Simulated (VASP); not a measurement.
Computed with PBE GGA, VASP's PBE PAW potentials (set 64) (plane waves; VASP).

A VASP calculation is set up with these files.

File POSCAR:
```
Cs
1
   -3.0965550000     3.0965550000     3.0965550000
    3.0965550000    -3.0965550000     3.0965550000
    3.0965550000     3.0965550000    -3.0965550000
Cs
1
Direct
  0.0000000000   0.0000000000   0.0000000000
```

INCAR:
```
ALGO = Normal
EDIFF = 1E-6
ENCUT = 300
GGA = PE
ISIF = 2
ISMEAR = -1
LASPH = .True.
LCHARG = .False.
LMAXMIX = 4
LREAL = .False.
LWAVE = .False.
NELM = 100
PREC = Accurate
SIGMA = 0.05
SYSTEM = Cs
```

File KPOINTS:
```
Automatic mesh
0
Gamma
6 6 6
0 0 0
```

POTCAR, in this order: Cs_sv (PBE.64 set). Program: vasp_std.

Unless said otherwise, spin-orbit coupling is left out, though it shifts the bands of the heavy elements here.

Question: Predict the energy per atom (σ→0), band gap (on the k-mesh).

Answer: 
```json
{
 "energy per atom (σ→0)": "-0.838 eV/atom",
 "band gap (on the k-mesh)": "none (metal, semimetal or under 0.01 eV)"
}
```

OSZICAR:
```
...
DAV:   4    -0.845411478671E+00   -0.46859E-01   -0.46858E-01   456   0.505E+00
DAV:   5    -0.845437898109E+00   -0.26419E-04   -0.26419E-04   312   0.925E-02    0.142E-01
DAV:   6    -0.846098652391E+00   -0.66075E-03   -0.13524E-03   432   0.210E-01    0.927E-02
DAV:   7    -0.847238372531E+00   -0.11397E-02   -0.36647E-03   304   0.365E-01    0.378E-02
DAV:   8    -0.847339592454E+00   -0.10122E-03   -0.14558E-04   360   0.874E-02    0.408E-03
DAV:   9    -0.847340802784E+00   -0.12103E-05   -0.23634E-06   448   0.893E-03    0.241E-03
DAV:  10    -0.847340353163E+00    0.44962E-06   -0.10353E-06   344   0.557E-03
   1 F= -.84734035E+00 E0= -.83826807E+00  d E =-.181446E-01
```

The structure comes from a computed database's Cs entry; how it stands against other phases isn't given here. The cell was not relaxed at this level, and its volume differs by -5.9 % from the start's.
